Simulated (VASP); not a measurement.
Input for VASP

KPOINTS:
```
Automatic mesh
0
Gamma
7 7 10
0 0 0
```

### INCAR
```
SYSTEM=IrO2
PREC=Accurate; ENCUT=620; LREAL=F
LASPH=T
EDIFF=1E-6; NELM=100; ALGO=Normal
LMAXMIX=6
ISMEAR=1; SIGMA=0.1
GGA=PE
IBRION=2; NSW=40; ISIF=3
EDIFFG=-0.02; PSTRESS=50
LWAVE=F; LCHARG=F
```

POSCAR:
```
IrO2
1.0
  4.5068563476   0.0000000000   0.0000000000
  0.0000000000   4.5068563476   0.0000000000
  0.0000000000   0.0000000000   3.1771308676
Ir O
2 4
direct
  0.0000000000   1.0000000000   0.0000000000
  0.5000000000   0.5000000000   0.5000000000
  0.3085740828   0.3085740828   0.0000000000
  0.8085740828   0.1914259172   0.5000000000
  0.1914259172   0.8085740828   0.5000000000
  0.6914259172   0.6914259172   0.0000000000
```

POTCAR, in this order: Ir O (PBE.64 set). Program: vasp_std.

Problem. Write an equivalent input for Ansatz.

Solution. One equivalent input (not run):
Ansatz 0.2 input:
```yaml
crystal:
  lattice:
    - [4.5068563, 0.0000000, 0.0000000]
    - [0.0000000, 4.5068563, 0.0000000]
    - [0.0000000, 0.0000000, 3.1771309]
  atoms:
    - { symbol: Ir, position: [0.0000000, 1.0000000, 0.0000000] }
    - { symbol: Ir, position: [0.5000000, 0.5000000, 0.5000000] }
    - { symbol: O, position: [0.3085741, 0.3085741, 0.0000000] }
    - { symbol: O, position: [0.8085741, 0.1914259, 0.5000000] }
    - { symbol: O, position: [0.1914259, 0.8085741, 0.5000000] }
    - { symbol: O, position: [0.6914259, 0.6914259, 0.0000000] }
kpoints:
  mp_grid: { grid: [7, 7, 10] }
hamiltonian:
  xc: pbe
  pseudopotentials: { kind: paw }
scf:
  occupations: { method: methfessel_paxton, width: 0.1 }
  max_iter: 100
relax:
  max_steps: 40
  f_tol: 0.02
  cell: { p_target: 5 }
output: { forces: true, stress: true, eigenvalues: true }
```
What does not carry over: each code has its own PAW files, so the cut-off isn't converted (ENCUT is set for VASP's; basis.ecutwfc is left out, and Ansatz then takes the one that its files recommend); Ansatz stops its SCF on the density residual and VASP on the energy change (EDIFF).

The compound is IrO2 in the rutile structure. It was relaxed first under an external pressure of 5 GPa.
